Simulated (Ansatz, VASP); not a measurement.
# One calculation of Al15InN16 (a cell with a defect), two programs

```
In Al N
1.0
     6.22600    0.00000    0.00000
    -3.11300    5.39187    0.00000
     0.00000    0.00000    9.96200
In Al N
1 15 16
Direct
  0.16667 0.33333 0.00258
  0.16667 0.33333 0.49827
  0.16866 0.83433 0.99841
  0.16456 0.83228 0.50002
  0.66567 0.33134 0.99841
  0.66772 0.33544 0.50002
  0.66567 0.83433 0.99841
  0.66772 0.83228 0.50002
  0.33569 0.16431 0.25506
  0.33491 0.16509 0.74459
  0.33569 0.67138 0.25506
  0.33491 0.66982 0.74459
  0.82862 0.16431 0.25506
  0.83018 0.16509 0.74459
  0.83333 0.66667 0.24805
  0.83333 0.66667 0.74969
  0.16667 0.33333 0.21411
  0.16667 0.33333 0.68990
  0.16794 0.83397 0.19014
  0.16348 0.83174 0.68824
  0.66603 0.33206 0.19014
  0.66826 0.33652 0.68824
  0.66603 0.83397 0.19014
  0.66826 0.83174 0.68824
  0.33482 0.16518 0.44389
  0.34649 0.15351 0.93226
  0.33482 0.66964 0.44389
  0.34649 0.69298 0.93226
  0.83036 0.16518 0.44389
  0.80702 0.15351 0.93226
  0.83333 0.66667 0.43803
  0.83333 0.66667 0.94154
```

Alike in both runs: functional PBE; k mesh 4 × 4 × 2; occupations fermi-dirac, width 0.01 eV; no spin polarisation.

Ansatz relaxed the structure, and its values are those at the end. VASP's run is a single point on that final structure, the one shown.

|  | VASP | Ansatz |
| --- | --- | --- |
| version | VASP 6.6.1 | Ansatz 0.2.0 |
| potentials or method | VASP PAW PBE potentials, release 64 (In_d, Al, N) | plane-wave PAW, scalar-relativistic |
| plane-wave cutoff (eV) | 520 | 420 |
| valence electrons in the cell | 138 | 138 |

VASP gave:

* gap on the k mesh at the Fermi level (eV): 3.77
* pressure (GPa): 9.2
* rms of the force components (eV/Å): 0.006

Question: Estimate Ansatz's values.

Answer: gap on the k mesh at the Fermi level (eV): 3.76; pressure (GPa): 9.5; rms of the force components (eV/Å): 0.003.

Ansatz warned: «gradients_without_spin_orbit».

Caveats: spin-orbit coupling is left out, which moves the levels of the heavy elements.
